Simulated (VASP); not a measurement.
Data:

```xyz
3
Lattice="0.0000 3.1035 3.1035 3.1035 0.0000 3.1035 3.1035 3.1035 0.0000" Properties=species:S:1:pos:R:3 pbc="T T T"
Li     1.5518     1.5518     1.5518
Li     4.6553     4.6553     4.6553
Se     0.0000     0.0000     0.0000
```

These are vdW-DF2, VASP's PBE PAW potentials (set 64) (plane waves; VASP 6.6.1) values and carry that method's errors. Run with 520 eV cut-off, 6×6×6 Γ-centred mesh, Gaussian smearing of 0.050 eV, potentials Li_sv Se.

### Question
Give the stress tensor in GPa (positive for a compressed cell).

### Answer

```
-1.68   0.00   0.00
 0.00  -1.68   0.00
 0.00   0.00  -1.68
```
The pressure is its mean diagonal, -1.68 GPa.

The compound is Li2Se in the antifluorite structure. This cell is one point of a volume scan, at 1.06 of the reference volume.
